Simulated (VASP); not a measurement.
Computed with PBE GGA, VASP's PBE PAW potentials (set 64) (plane waves; VASP).

Input for VASP

**POSCAR**
```
SiO2
1
    4.9002250000     0.0000000000     0.0000000000
   -2.4501130000     4.2437200000     0.0000000000
    0.0000000000     0.0000000000     5.4150060000
Si O
3 6
Direct
  0.5310900000   0.5310900000   0.0000000000
  0.4689100000   0.0000000000   0.3333330000
  0.0000000000   0.4689100000   0.6666670000
  0.2692200000   0.4133900000   0.7848900000
  0.5866100000   0.8558300000   0.1182230000
  0.1441700000   0.7307800000   0.4515570000
  0.4133900000   0.2692200000   0.2151100000
  0.8558300000   0.5866100000   0.8817770000
  0.7307800000   0.1441700000   0.5484430000
```

KPOINTS:
```
Automatic mesh
0
Gamma
6 6 6
0 0 0
```

**INCAR**
```
# general
SYSTEM = SiO2
PREC   = Accurate
ENCUT  = 320
LREAL  = .FALSE.
LASPH  = .TRUE.

# electronic loop
EDIFF  = 1E-6
NELM   = 100
ALGO   = Normal

# smearing
ISMEAR = 0
SIGMA  = 0.136

# functional
GGA    = PE

# ions
ISIF   = 2

# output
LWAVE  = .FALSE.
LCHARG = .FALSE.
```

POTCAR, in this order: Si O (PBE.64 set). Program: vasp_std.

Output

### OUTCAR
```
 ion  position               nearest neighbor table
   1  0.531  0.531  0.000-   8 1.61   5 1.61   4 1.61   7 1.61   3 3.05   3 3.05   2 3.05   2 3.05
  LATTYP: Found a hexagonal cell.
 ALAT       =     4.9002250000
 C/A-ratio  =     1.1050525231
 Subroutine PRICEL returns:
 Original cell was already a primitive cell.
 Subroutine GETGRP returns: Found  6 space group operations
The static configuration has the point symmetry C_2 .
 The point group associated with its full space group is D_3 .
The dynamic configuration has the point symmetry C_2 .
 Subroutine INISYM returns: Found  6 space group operations
 Subroutine IBZKPT returns following result:
 Found     34 irreducible k-points:

 Following reciprocal coordinates:
            Coordinates               Weight
  0.000000  0.000000  0.000000      1.000000
  0.166667  0.000000  0.000000      6.000000
  0.333333 -0.000000  0.000000      6.000000
  0.500000 -0.000000  0.000000      3.000000
  0.166667  0.166667  0.000000      6.000000
  0.333333  0.166667  0.000000     12.000000
  0.333333  0.333333  0.000000      2.000000
  0.000000  0.000000  0.166667      2.000000
...
```

File OSZICAR:
```
       N       E                     dE             d eps       ncg     rms          rms(c)
DAV:   1     0.236053478526E+03    0.23605E+03   -0.20092E+04  2044   0.105E+03
DAV:   2    -0.654747261113E+02   -0.30153E+03   -0.29420E+03  2544   0.293E+02
DAV:   3    -0.797048713563E+02   -0.14230E+02   -0.14195E+02  2312   0.737E+01
DAV:   4    -0.798725260766E+02   -0.16765E+00   -0.16742E+00  2376   0.836E+00
DAV:   5    -0.798756537494E+02   -0.31277E-02   -0.31267E-02  2262   0.110E+00    0.249E+01
DAV:   6    -0.718325150312E+02    0.80431E+01   -0.31663E+01  2242   0.302E+01    0.122E+01
DAV:   7    -0.717404217091E+02    0.92093E-01   -0.10734E+00  2526   0.523E+00    0.462E+00
DAV:   8    -0.717248221283E+02    0.15600E-01   -0.58278E-02  2297   0.179E+00    0.147E+00
DAV:   9    -0.717304374135E+02   -0.56153E-02   -0.19524E-02  2282   0.975E-01    0.345E-01
DAV:  10    -0.717318910889E+02   -0.14537E-02   -0.16876E-03  2277   0.249E-01    0.575E-02
DAV:  11    -0.717319224718E+02   -0.31383E-04   -0.35285E-04  2312   0.112E-01    0.139E-02
DAV:  12    -0.717319310901E+02   -0.86184E-05   -0.14433E-05  2292   0.240E-02    0.115E-02
DAV:  13    -0.717319340287E+02   -0.29386E-05   -0.29562E-06  1826   0.105E-02    0.426E-03
DAV:  14    -0.717319342644E+02   -0.23562E-06   -0.75331E-07  1486   0.517E-03
   1 F= -.71731934E+02 E0= -.71731934E+02  d E =-.128150E-12
```

File OUTCAR:
```
------------------------ aborting loop because EDIFF is reached ----------------------------------------
  FORCE on cell =-STRESS in cart. coord.  units (eV):
  Direction    XX          YY          ZZ          XY          YZ          ZX
  --------------------------------------------------------------------------------------
  Total      -14.2797125    -14.2797170    -14.3198406      0.0000017      0.0000000      0.0000000
  in kB     -203.1741074   -203.1741711   -203.7450569      0.0000239      0.0000000      0.0000000
  external PRESSURE =    -203.3644451 kB  Pullay stress =       0.0000000 kB
  volume of cell :      112.61
      direct lattice vectors                 reciprocal lattice vectors
     4.900225000  0.000000000  0.000000000     0.204072262  0.117821181  0.000000000
    -2.450113000  4.243720000  0.000000000     0.000000000  0.235642314  0.000000000
     0.000000000  0.000000000  5.415006000     0.000000000  0.000000000  0.184672002
 POSITION                                       TOTAL-FORCE (eV/Angst)
 -----------------------------------------------------------------------------------
      1.30123      2.25380      0.00000        -0.006112     -0.010586     -0.000000
      2.29776      0.00000      1.80500         0.012224     -0.000000     -0.000000
     -1.14888      1.98992      3.61001        -0.006112      0.010586     -0.000000
      0.30639      1.75431      4.25018         0.128589     -0.215954     -0.146741
      0.77764      3.63190      0.64018         0.122727      0.219339     -0.146741
     -1.08403      3.10123      2.44518        -0.251317     -0.003384     -0.146741
      1.36608      1.14249      1.16482        -0.251317      0.003384      0.146741
      2.75650      2.48941      4.77483         0.128589      0.215954      0.146741
      3.22775      0.61182      2.96982         0.122727     -0.219339      0.146741
 -----------------------------------------------------------------------------------
    total drift:                                0.002794     -0.001270      0.000002
  FREE ENERGIE OF THE ION-ELECTRON SYSTEM (eV)
  ---------------------------------------------------
  free  energy   TOTEN  =       -71.7319342644 eV

  energy  without entropy=      -71.7319342644  energy(sigma->0) =      -71.73193426
```
(Selected blocks of OUTCAR.)

At this cut-off the stress carries a Pulay error, which pulls relaxed volumes low.

The structure comes from a computed database's SiO2 entry; how it stands against other phases isn't given here. The cell was not relaxed at this level. The run is one of a series of settings (ENCUT = 320, SIGMA = 0.136, KPOINTS 6×6×6 Γ-centred mesh against the base run), some of them coarse on purpose.
